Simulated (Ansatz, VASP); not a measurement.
# Cross-check of W (Tungsten) between VASP and Ansatz

Aim: how closely do two programs agree when they are given the same cell, functional and k mesh? The cell is taken from a series of VASP runs on this material, whose earlier steps may have relaxed, scaled or displaced it; both programs get it as it stands.

Method: plane waves, with VASP 6.6.1 beside it; relaxation of cell and atoms at LDA, in Ansatz 0.2.0.

## Step 1: The structure

It takes space group Im-3m (No. 229, cubic). Conventional cell: a = 3.128 Å, b = 3.128 Å, c = 3.128 Å, α = 90.00°, β = 90.00°, γ = 90.00°. Nearest to W lie 8 W at 2.71 Å.

## Step 2: VASP: relaxation of cell and atoms, LDA

The relaxed volume is the usual yardstick between codes: its relative difference is about their pressure difference at one cell divided by the bulk modulus.

Lines of VASP's logs that name or quote its potential files are left out, and so is its time.

File INCAR:

```
SYSTEM = W
PREC = Accurate
ENCUT = 450
EDIFF = 1E-06
NELM = 100
ISMEAR = 1
SIGMA = 0.1
LREAL = .FALSE.
ALGO = Normal
GGA = CA
NBANDS = 9
LORBIT = 11
LWAVE = .FALSE.
LCHARG = .FALSE.
KPAR = 2
IBRION = 2
NSW = 50
ISIF = 3
EDIFFG = -0.01
```

File POSCAR:

```
W
1.0
   -1.5639542458      1.5639542458      1.5639542458
    1.5639542458     -1.5639542458      1.5639542458
    1.5639542458      1.5639542458     -1.5639542458
W
1
Direct
    0.0000000000      0.0000000000      0.0000000000
```

File KPOINTS:

```
Automatic mesh
0
Gamma
12 12 12
0 0 0
```

PAW data sets: W (LDA family, release 64).

Started as:

```bash
> mpirun -np 2 vasp_std
```

Numbers of over 12 decimals in the logs are rounded to 6 here.

What it wrote:

```text
[banner, memory and clock lines left out]
running    2 mpi-ranks, on    1 nodes
 distrk:  each k-point on    1 cores,    2 groups
 distr:  one band on    1 cores,    1 groups

 POSCAR found type information on POSCAR W
 POSCAR found :  1 types and       1 ions
 LDA part: xc-table for (Slater(with rela. corr.)+CA(PZ))
 , standard interpolation
 POSCAR, INCAR and KPOINTS ok, starting setup
 FFT: planning ... GRIDC
 FFT: planning ... GRID_SOFT
 FFT: planning ... GRID
 WAVECAR not read
 entering main loop
       N       E                     dE             d eps       ncg     rms          rms(c)
DAV:   1     0.302430667070E+01    0.30243E+01   -0.27160E+03  1304   0.505E+02
DAV:   2    -0.145696429527E+02   -0.17594E+02   -0.16963E+02  1556   0.114E+02
DAV:   3    -0.149078832403E+02   -0.33824E+00   -0.33788E+00  1473   0.129E+01
DAV:   4    -0.149086532600E+02   -0.77002E-03   -0.76999E-03  1538   0.644E-01
DAV:   5    -0.149086544695E+02   -0.12095E-05   -0.12097E-05  1418   0.214E-02    0.215E+01
DAV:   6    -0.144016045984E+02    0.50705E+00   -0.36063E-01  1369   0.382E+00    0.104E+01
DAV:   7    -0.142095290115E+02    0.19208E+00   -0.41184E-01  1413   0.392E+00    0.362E-01
DAV:   8    -0.142081408157E+02    0.13882E-02   -0.27886E-03  1376   0.444E-01    0.287E-01
DAV:   9    -0.142069814166E+02    0.11594E-02   -0.69705E-04  1476   0.124E-01    0.149E-01
DAV:  10    -0.142069542064E+02    0.27210E-04   -0.14265E-04  1501   0.752E-02    0.183E-02
DAV:  11    -0.142069550162E+02   -0.80981E-06   -0.14816E-06  1202   0.130E-02
   1 F= -.14206955E+02 E0= -.14206941E+02  d E =-.142070E+02
 curvature:   0.00 expect dE= 0.000E+00 dE for cont linesearch  0.000E+00
 trial: gam= 0.00000 g(F)=  0.183E-63 g(S)=  0.485E-05 ort = 0.000E+00 (trialstep = 0.100E+01)
 search vector abs. value=  0.485E-05
 reached required accuracy - stopping structural energy minimisation
```

Parts of OUTCAR (step 2):

```text
ion  position               nearest neighbor table
   1  0.000  0.000  0.000-

  LATTYP: Found a body centered cubic cell.
 ALAT       =     3.1279084916

 Subroutine GETGRP returns: Found 48 space group operations
 (whereof 48 operations were pure point group operations)

The static configuration has the point symmetry O_h .

 Found     72 irreducible k-points:

   k-points           NKPTS =     72   k-points in BZ     NKDIM =     72   number of bands    NBANDS=      9

   dimension x,y,z NGX =    20 NGY =   20 NGZ =   20
   dimension x,y,z NGXF=    40 NGYF=   40 NGZF=   40

   ENCUT  =  450.0 eV  33.07 Ry    5.75 a.u.   4.69  4.69  4.69*2*pi/ulx,y,z

   NELECT =       6.0000    total number of electrons

 k-points in reciprocal lattice and weights: Automatic mesh
   0.00000000  0.00000000  0.00000000       0.001
   0.08333333  0.00000000  0.00000000       0.007
   0.16666667  0.00000000  0.00000000       0.007
   0.25000000  0.00000000  0.00000000       0.007
   0.33333333  0.00000000  0.00000000       0.007
   0.41666667  0.00000000  0.00000000       0.007
   0.50000000  0.00000000  0.00000000       0.003
   0.08333333  0.08333333  0.00000000       0.014
   0.16666667  0.08333333  0.00000000       0.028
[...]
0.50000000  0.50000000  0.41666667       0.007
   0.50000000  0.50000000  0.50000000       0.001

 average (electrostatic) potential at core
       1 -37.6846

 E-fermi :   8.2104

 k-point     1 :       0.0000    0.0000    0.0000
  band No.  band energies     occupation
      1      -1.5218      2.00000
      2       6.8883      2.00000
      3       6.8883      2.00000
      4       6.8883      2.00000
      5      10.4732      0.00000
      6      10.4732      0.00000
      7      23.5949      0.00000
      8      23.5949      0.00000
      9      23.5949      0.00000

 k-point     2 :       0.0833    0.0000    0.0000
  band No.  band energies     occupation
      1      -1.1820      2.00000
      2       6.6800      2.00000
      3       6.8381      2.00000
      4       7.2310      2.00000
      5      10.1624     -0.00000
      6      10.4799      0.00000
      7      23.8829      0.00000
      8      24.1870      0.00000
      9      24.4295      0.00000

 k-point     3 :       0.1667    0.0000    0.0000
  band No.  band energies     occupation
      1      -0.2527      2.00000
      2       6.1558      2.00000
      3       6.5868      2.00000
      4       8.2332      0.62480
      5       9.7574     -0.00000
      6      10.5319      0.00000
      7      24.3563      0.00000
      8      25.8521      0.00000
      9      26.0278      0.00000

  Total       -0.0057892     -0.0057892     -0.0057892      0.0000000     -0.0000000      0.0000000
  in kB       -0.6061756     -0.6061756     -0.6061756      0.0000000     -0.0000000      0.0000000
  external PRESSURE =      -0.6061756 kB  Pullay stress =       0.0000000 kB

  energy-cutoff  :      450.00
  volume of cell :       15.30
      direct lattice vectors                 reciprocal lattice vectors
    -1.563954246  1.563954246  1.563954246     0.000000000  0.319702447  0.319702447
     1.563954246 -1.563954246  1.563954246     0.319702447  0.000000000  0.319702447
     1.563954246  1.563954246 -1.563954246     0.319702447  0.319702447  0.000000000

 POSITION                                       TOTAL-FORCE (eV/Angst)
 -----------------------------------------------------------------------------------
      0.00000      0.00000      0.00000         0.000000      0.000000     -0.000000
 -----------------------------------------------------------------------------------
    total drift:                                0.000000      0.000000      0.000000

  FREE ENERGIE OF THE ION-ELECTRON SYSTEM (eV)
  ---------------------------------------------------
  free  energy   TOTEN  =       -14.2069550162 eV

  energy  without entropy=      -14.2069123385  energy(sigma->0) =      -14.20694079

 reached required accuracy - stopping structural energy minimisation

 total charge
# of ion       s       p       d       tot
------------------------------------------
    1        0.693   0.731   4.266   5.690

[... 3 further parts left out ...]
```

## Step 3: Ansatz: relaxation of cell and atoms, LDA

Ansatz runs on its default PAW (the set named soft_2) files.

The same cell, functional (in two slightly different forms), mesh and smearing now go to Ansatz, which takes its cutoff from its data sets.

File input.yaml:

```yaml
crystal:
  lattice:
    - [-1.5639542458, 1.5639542458, 1.5639542458]
    - [1.5639542458, -1.5639542458, 1.5639542458]
    - [1.5639542458, 1.5639542458, -1.5639542458]
  atoms:
    - { symbol: W, position: [0.0, 0.0, 0.0] }
hamiltonian:
  xc: lda
  pseudopotentials: { kind: paw }
kpoints:
  mp_grid: { grid: [12, 12, 12] }
scf:
  occupations: { method: methfessel_paxton, width: 0.1 }
relax:
  f_tol: 0.01
  max_steps: 60
  cell: { stress_tol: 0.05 }
output:
  forces: true
  stress: true
```

Started as:

```bash
> ansatz run input.yaml --threads 4 --pin off --max-ram 9216MiB --backend cpu --events-out ev --progress --plain --runs-dir out
```

What it wrote:

```text
Engine: ansatz 0.2.0, aarch64-unknown-linux-gnu
Pseudopotentials: kind: paw
Pseudopotential: W, paw, valence charge 14, recommended cutoff 420 eV (normal), W.paw.azcp
Functional definition: SPW92
  exchange = slater_x
  correlation = pw_c
Crystal: 1 atoms, lattice volume = 15.301 Å³
Basis set: ecut = 420 eV, 321 PW (Γ)
Bands: 11, of which v1, the nominal top of the filled ones, is band 7 counted from 1 (6 counted from 0)
Symmetry: 48 space group operations
Space group: Im-3m (ITA 229), of the structure as read, at distance tolerance 2.5e-5 Å
k-points: 72 of 1728
Non-local potential: W, projectors of the file, l = 0: 3, l = 1: 2, l = 2: 2, l = 3: 1
PAW form: soft (Blöchl's): semilocal exchange-correlation on the pseudo side does not see the compensation charge
PAW frozen core: W, regenerated for the run's functional, and the local potential with it (the file was generated under x = pbe(κ = 0.804, μ = 0.219515), c = pbe(β = 0.066725))
PAW one-centre angular grid: W, 590 points (default); XC on 64 Gauss nodes
Initial density: superposition of atomic densities (neutral atoms: chi_scale 0, normalization atom), corrected by the library's trained network
Initial wavefunctions: pseudopotential atomic-orbital guess
Functional: x = slater, c = lda
SCF iter   1: F=—  HF=-10129.847118 eV  |F-HF|=—  |Δ(HF+E_count)|=         —  Δρ=5.90e-3  dr2=4.15e-3  ethr=1.77e-3  ⟨swp⟩=5.0  Hψ=4175  notcnv=0
preconditioner: auto → none  [metal: Δε(μ)=0.017 eV  Ē_g=9.350 eV  σ=0.100 eV  W_gap=0.15  n_scr=0 (ndim 8)  ℏωp=23.3 eV  f_vac=0.000  D(μ)=0.66/eV (n_scr^D=0)]
SCF iter   2: F=—  HF=-10129.845481 eV  |F-HF|=—  |Δ(HF+E_count)|=   1.64e-3  S|Δr|=    0.00e0  Δρ=2.24e-3  dr2=3.09e-4  ethr=2.97e-5  ⟨swp⟩=1.4  Hψ=1450  notcnv=0
SCF iter   3: F=—  HF=-10129.845471 eV  |F-HF|=—  |Δ(HF+E_count)|=   1.01e-5  S|Δr|=    0.00e0  Δρ=6.35e-4  dr2=1.55e-5  ethr=2.20e-6  ⟨swp⟩=1.8  Hψ=915  notcnv=0
SCF iter   4: F=—  HF=-10129.845475 eV  |F-HF|=—  |Δ(HF+E_count)|=   4.01e-6  S|Δr|=    0.00e0  Δρ=3.79e-5  dr2=1.30e-7  ethr=1.11e-7  ⟨swp⟩=1.4  Hψ=929  notcnv=0
SCF iter   5: F=-10129.845475 eV  HF=-10129.845475 eV  |F-HF|=1.83e-8  |Δ(HF+E_count)|=   3.57e-8  S|Δr|=    0.00e0  Δρ=1.25e-5  dr2=2.10e-8  ethr=7.14e-10  ⟨swp⟩=4.6  Hψ=2554  notcnv=0
SCF 1 converged in 5 iterations: F = -10129.845475 eV  dr2 = 2.10e-8
  greatest PAW one-centre occupation: 1.000 electrons in one spin orbital (limit 2), on the W atom at site 0 (counted from 0), in its partial waves of l = 0
relax step   1: F+E_penalty+E_count = -10129.84547463 eV  Δ(F+E_penalty+E_count) = +0.000e0 eV  max|allowed force component| = 0.000e0 eV/Å  Δτ_max = 0.0000 Å  P = +2.019 GPa  Ω = 15.301 Å³  (5 SCF iters, dr2 threshold 1.00e-7 eV, accepted)
[...]
relax step   2: F+E_penalty+E_count = -10129.84275541 eV  Δ(F+E_penalty+E_count) = +2.719e-3 eV  max|allowed force component| = 0.000e0 eV/Å  Δτ_max = 0.0000 Å  P = -4.582 GPa  Ω = 15.618 Å³  energy of the carried Pulay correction = -8.098e-5 eV  (4 SCF iters, dr2 threshold 1.00e-7 eV, rejected (line search))
[...]
relax step   3: F+E_penalty+E_count = -10129.84603557 eV  Δ(F+E_penalty+E_count) = -5.609e-4 eV  max|allowed force component| = 0.000e0 eV/Å  Δτ_max = 0.0000 Å  P = -0.040 GPa  Ω = 15.397 Å³  energy of the carried Pulay correction = -2.459e-5 eV  (5 SCF iters, accepted)
[...]
relax step   4: F+E_penalty+E_count = -10129.84606048 eV  Δ(F+E_penalty+E_count) = -2.491e-5 eV  max|allowed force component| = 0.000e0 eV/Å  Δτ_max = 0.0000 Å  P = -0.040 GPa  Ω = 15.397 Å³  stress off target by 4.03e-2 GPa  SCF on the basis re-selected at this cell (its energy is not comparable with the rows above)  (4 SCF iters)
basis re-selected at this cell: Δ(F+E_penalty+E_count) = -2.491e-5 eV, ΔP = +0.000 GPa vs the last step (what re-selecting the basis moved, of the pressure what is left beyond the Pulay correction that the steps carried, after the strain that the cell walked since its last selection, with what the two solves' SCF thresholds leave and, on support functions, any second-order correction that the steps lacked; it is no measure of the basis error at this ecutwfc). This SCF's stress stands 4.03e-2 GPa from its target on what of the cell is left free (relax.cell.stress_tol is 5.00e-2 GPa) and its largest allowed force component is 0.00e0 eV/Å (relax.f_tol is 1.00e-2 eV/Å): [rest of the remark cut]
SCF converged after 4 iterations
Stability not checked: this state was not tested for a lower state beside it, because cold or Methfessel-Paxton smearing, or corrected tetrahedra, fill the levels in a way that the test cannot read (fill_not_monotonic; see scf.lower_state_search)
Free energy (F): -10129.846060 eV
Harris-Foulkes:  -10129.846060 eV  (|F-HF|=5.46e-12)
Internal energy: -10129.845966 eV  (E = F + TS)
E sigma→0 (E₀):  -10129.846037 eV
Entropy (-TS):   -0.000095 eV (-0.095 meV/atom)
Fermi energy:    23.000502 eV
--- Per-component energies (eV) ---
  E_band       = -75.787344
  E_kinetic    = 452.160818
  E_local      = -585.339659  (includes V_loc(G=0)·N_el)
  E_nonlocal   = 6.435264
  E_hartree    = 210.502526
  E_xc         = -265.676847
  E_vxc        = -239.751506  (∫ρ·V_xc dr)
  E_paw        = -8309.756236  (= ΣΔE_a)
  E_vpaw       = -130.297257  (= ΣTr[D̂ρ^β])
  E_aug_tail   = -0.000070  (compensation charges beyond the density's cutoff)
  E_ewald      = -1638.454914
  E_core_change = 0.283153  (= ΣΔE_core)
  E_smearing   = -0.000095  (= −TS)
  E_closure    = 0.000000  (closes the sum)
  Σ components = -10129.846060   (vs F -10129.846060, Δ=0.00e0)
--- Forces (eV/Å), atoms counted from 1 ---
  atom   1  W     -0.00000000     0.00000000     0.00000000
  max |Σ_I F_I| component: 2.01e-31 eV/Å
--- Stress (GPa, compression-positive) ---
       -0.040316       0.000000       0.000000
        0.000000      -0.040316      -0.000000
        0.000000       0.000000      -0.040316
  P = ⅓ Tr σ = -0.0403 GPa (-0.403 kbar)
--- Relaxed structure (3 steps of the walk, 2 accepted, 1 SCFs on fresh bases) ---
  F+E_penalty+E_count = -10129.84606048 eV   max|allowed force component| = 0.000e0 eV/Å   (the final SCF, on the basis selected at the relaxed cell)
  cell:  # Å, volume = 15.3968 Å³
    - [-1.567196, 1.567196, 1.567196]
    - [1.567196, -1.567196, 1.567196]
    - [1.567196, 1.567196, -1.567196]
  atoms:
    - { symbol: W, position: [0.0, 0.0, 0.0] }
```

Run time: 0.85 s. Hardware: 4 threads of Arm Neoverse V2, shared host; peak memory 0.27 GiB; 2.3 s of CPU time.

## Step 4: Side by side

Known differences besides the potentials themselves: the two LDA forms differ slightly; both relaxations stop at a tolerance, which leaves soft axes loose, and VASP keeps its plane-wave basis; the data sets hold 14 valence electrons in Ansatz (default PAW (the set named soft_2) files) and 6 in VASP; the cutoff is 420 eV in Ansatz and 450 eV in VASP; VASP's log shows a relativistic correction to its local exchange, Ansatz's none; Ansatz adds a Pulay correction to the stress that steers its cell, VASP none. Total energies have different zeros and are not compared.

Both answers:

```tsv
quantity	Ansatz	VASP	difference
volume (Å³)	15.40	15.30	+0.62 %
edge a after relaxation, in the typed setting (Å)	2.715	2.709	+0.21 %
```

The walks stopped with -0.04 GPa left in Ansatz and -0.06 GPa in VASP; each walk ends within a tolerance, so the volume difference is uncertain by about these residues over the bulk modulus, most in soft cells.

## Step 5: Summary of results

```yaml
difference_in_volume_relaxation_of_cell_and_atoms_lda: 0.62 %
```

What this shows: The difference in volume is 0.62 % (relaxation of cell and atoms, LDA), within the 1.2 % picked in this series as the mark of a large difference, as far as the stopping tolerances let one tell. How closely two codes agree says nothing of how well the functional describes the real material.

[Lines on the potential files, build, host, timing and source positions are cut from VASP's logs without a mark.]

[Logs are printed without paths, hosts, clocks, repeated set-up lines and the standing remarks that a program may print on its own settings, such as how far it seeks lower states.]

[Hosts, paths, dates, database ids (printed as entryN), source tags and the programs' standing remarks are cut or masked in the printed files.]
